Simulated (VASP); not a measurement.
OSZICAR of a VASP run on Ni (fcc):

### OSZICAR
```
       N       E                     dE             d eps       ncg     rms          rms(c)
DAV:   1     0.212061409218E+02    0.21206E+02   -0.47870E+03  7164   0.144E+03
DAV:   2    -0.729322303359E+01   -0.28499E+02   -0.27426E+02  7111   0.166E+02
DAV:   3    -0.768675815965E+01   -0.39354E+00   -0.39305E+00  8097   0.262E+01
DAV:   4    -0.769044940335E+01   -0.36912E-02   -0.36909E-02  7993   0.221E+00
DAV:   5    -0.769053073960E+01   -0.81336E-04   -0.81335E-04  8113   0.288E-01    0.113E+01
DAV:   6    -0.687096138029E+01    0.81957E+00   -0.15717E+01  7387   0.673E+01    0.543E+00
DAV:   7    -0.660371861596E+01    0.26724E+00   -0.22875E+00  7425   0.246E+01    0.226E+00
DAV:   8    -0.658072028066E+01    0.22998E-01   -0.27127E-02 10125   0.190E+00    0.952E-01
DAV:   9    -0.657846244970E+01    0.22578E-02   -0.11783E-03 10344   0.321E-01    0.272E-01
DAV:  10    -0.657781745758E+01    0.64499E-03   -0.51365E-04  9773   0.190E-01    0.427E-02
DAV:  11    -0.657782361801E+01   -0.61604E-05   -0.41603E-06  7268   0.310E-02    0.237E-02
DAV:  12    -0.657782392700E+01   -0.30898E-06   -0.53582E-06  5228   0.218E-02
   1 F= -.59637582E+01 E0= -.59638568E+01  d E =-.596376E+01  mag=     0.5990
       N       E                     dE             d eps       ncg     rms          rms(c)
DAV:   1    -0.687072030787E+01   -0.29290E+00   -0.53858E+00  7316   0.408E+01    0.483E+00
DAV:   2    -0.662339674480E+01    0.24732E+00   -0.40203E+00  7349   0.335E+01    0.198E+00
DAV:   3    -0.655561322992E+01    0.67784E-01   -0.49600E-01  7344   0.119E+01    0.753E-01
DAV:   4    -0.654838342795E+01    0.72298E-02   -0.50000E-03  8359   0.605E-01    0.390E-01
DAV:   5    -0.654715542496E+01    0.12280E-02   -0.19002E-03  9228   0.348E-01    0.965E-02
DAV:   6    -0.654719713816E+01   -0.41713E-04   -0.67536E-05  8790   0.109E-01    0.510E-02
DAV:   7    -0.654720217305E+01   -0.50349E-05   -0.42438E-06  7717   0.343E-02    0.218E-02
DAV:   8    -0.654720187929E+01    0.29376E-06   -0.86519E-07  3718   0.101E-02
   2 F= -.59597131E+01 E0= -.59598201E+01  d E =0.404505E-02  mag=     0.5969
       N       E                     dE             d eps       ncg     rms          rms(c)
DAV:   1    -0.669344830453E+01   -0.14625E+00   -0.20595E+00  7286   0.261E+01    0.294E+00
DAV:   2    -0.660348383329E+01    0.89964E-01   -0.16753E+00  7359   0.203E+01    0.136E+00
DAV:   3    -0.657307252103E+01    0.30411E-01   -0.21969E-01  7334   0.803E+00    0.498E-01
DAV:   4    -0.657035175967E+01    0.27208E-02   -0.16711E-03  7732   0.386E-01    0.273E-01
DAV:   5    -0.657000594613E+01    0.34581E-03   -0.70125E-04  9256   0.207E-01    0.463E-02
DAV:   6    -0.657001259406E+01   -0.66479E-05   -0.10495E-05  7995   0.431E-02    0.279E-02
DAV:   7    -0.657001648316E+01   -0.38891E-05   -0.29142E-06  7415   0.288E-02    0.563E-03
DAV:   8    -0.657001676513E+01   -0.28197E-06   -0.50085E-08  3541   0.356E-03
   3 F= -.59664544E+01 E0= -.59665579E+01  d E =-.269623E-02  mag=     0.5983
```

Q: Which electronic solver shows in the log?

A: It is blocked Davidson (ALGO = Normal, or the opening steps of other solvers). The INCAR had ALGO = Normal.

Q: How was spin treated?

A: Collinear spin (ISPIN = 2): the summary line carries one mag value, 0.60 μB in the cell.

Q: Can the final energy be trusted as converged?

A: The run converged. It stopped with EDIFF = 1E-6, NELM = 100, NSW = 40 and EDIFFG = -0.02 after 3 ionic steps (LDA (Ceperley-Alder, Perdew-Zunger), plane waves, VASP's LDA PAW potentials (set 64)).

The compound is Ni in the fcc structure. This run relaxes it under an external pressure of 10 GPa. Symmetry was kept, so distortions that lower it aren't found.
